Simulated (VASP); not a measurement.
Output of a VASP run:

File OSZICAR:
```
       N       E                     dE             d eps       ncg     rms          rms(c)
DAV:   1     0.528854957819E+02    0.52885E+02   -0.58369E+03   496   0.105E+03
DAV:   2    -0.176282678838E+02   -0.70514E+02   -0.66067E+02   492   0.222E+02
DAV:   3    -0.205895852351E+02   -0.29613E+01   -0.28944E+01   604   0.524E+01
DAV:   4    -0.206612355289E+02   -0.71650E-01   -0.71551E-01   596   0.782E+00
DAV:   5    -0.206634547333E+02   -0.22192E-02   -0.22189E-02   628   0.137E+00    0.137E+01
DAV:   6    -0.250179507774E+02   -0.43545E+01   -0.44638E+01   608   0.140E+02    0.198E+01
DAV:   7    -0.192181808824E+02    0.57998E+01   -0.18238E+01   640   0.109E+02    0.318E+00
DAV:   8    -0.192656021211E+02   -0.47421E-01   -0.12928E+00   628   0.991E+00    0.195E+00
DAV:   9    -0.192286672691E+02    0.36935E-01   -0.12362E-01   588   0.733E+00    0.472E-01
DAV:  10    -0.192285447932E+02    0.12248E-03   -0.75683E-03   704   0.127E+00    0.109E-01
DAV:  11    -0.192284168336E+02    0.12796E-03   -0.64687E-04   720   0.506E-01    0.446E-02
DAV:  12    -0.192284545315E+02   -0.37698E-04   -0.78205E-05   540   0.741E-02    0.268E-02
DAV:  13    -0.192284522465E+02    0.22850E-05   -0.86867E-06   676   0.400E-02    0.570E-03
DAV:  14    -0.192284522744E+02   -0.27914E-07   -0.12703E-06   400   0.185E-02
   1 F= -.19228452E+02 E0= -.19228349E+02  d E =-.309458E-03
```

File OUTCAR:
```
------------------------ aborting loop because EDIFF is reached ----------------------------------------
  FORCE on cell =-STRESS in cart. coord.  units (eV):
  Direction    XX          YY          ZZ          XY          YZ          ZX
  --------------------------------------------------------------------------------------
  Total       -2.4450516     -2.4450516     -2.4450516     -0.0000000      0.0000000     -0.0000000
  in kB      -95.8878809    -95.8878809    -95.8878809     -0.0000000      0.0000000     -0.0000000
  external PRESSURE =     -95.8878809 kB  Pullay stress =       0.0000000 kB
  volume of cell :       40.85
      direct lattice vectors                 reciprocal lattice vectors
     0.000000000  2.733600000  2.733600000    -0.182908984  0.182908984  0.182908984
     2.733600000  0.000000000  2.733600000     0.182908984 -0.182908984  0.182908984
     2.733600000  2.733600000  0.000000000     0.182908984  0.182908984 -0.182908984
 POSITION                                       TOTAL-FORCE (eV/Angst)
 -----------------------------------------------------------------------------------
      0.00000      0.00000      0.00000         0.000000     -0.000000      0.000000
      1.36680      1.36680      1.36680        -0.000000      0.000000      0.000000
      4.10040      4.10040      4.10040        -0.000000     -0.000000     -0.000000
 -----------------------------------------------------------------------------------
    total drift:                               -0.000000     -0.000000      0.000000
  FREE ENERGIE OF THE ION-ELECTRON SYSTEM (eV)
  ---------------------------------------------------
  free  energy   TOTEN  =       -19.2284522744 eV

  energy  without entropy=      -19.2281428160  energy(sigma->0) =      -19.22834912
```
(Selected blocks of OUTCAR.)

### POSCAR
```
CoSi2
1
    0.0000000000     2.7336000000     2.7336000000
    2.7336000000     0.0000000000     2.7336000000
    2.7336000000     2.7336000000     0.0000000000
Co Si
1 2
Direct
  0.0000000000   0.0000000000   0.0000000000
  0.2500000000   0.2500000000   0.2500000000
  0.7500000000   0.7500000000   0.7500000000
```

Task: Reconstruct the remaining input files.

Result: One answer among several that fit: the input of the run itself, PBE GGA, plane waves, VASP's PBE PAW potentials (set 64).

File KPOINTS:
```
Regular mesh
0
Gamma
 7 7 7
```

### INCAR
```
SYSTEM = CoSi2
PREC = Accurate
ENCUT = 400
EDIFF = 1E-6
NELM = 100
ALGO = Normal
LREAL = .FALSE.
LASPH = .TRUE.
ISMEAR = 1
SIGMA = 0.1
GGA = PE
LMAXMIX = 4
LWAVE = .FALSE.
LCHARG = .FALSE.
ISIF = 2
```

POTCAR, in this order: Co Si (PBE.64 set). Program: vasp_std.

The compound is CoSi2 in the fluorite structure. The cell was not relaxed at this level. The run is not spin-polarised, so no magnetic state was tried. The electron count is odd and the run is not spin-polarised, which forces a metal.
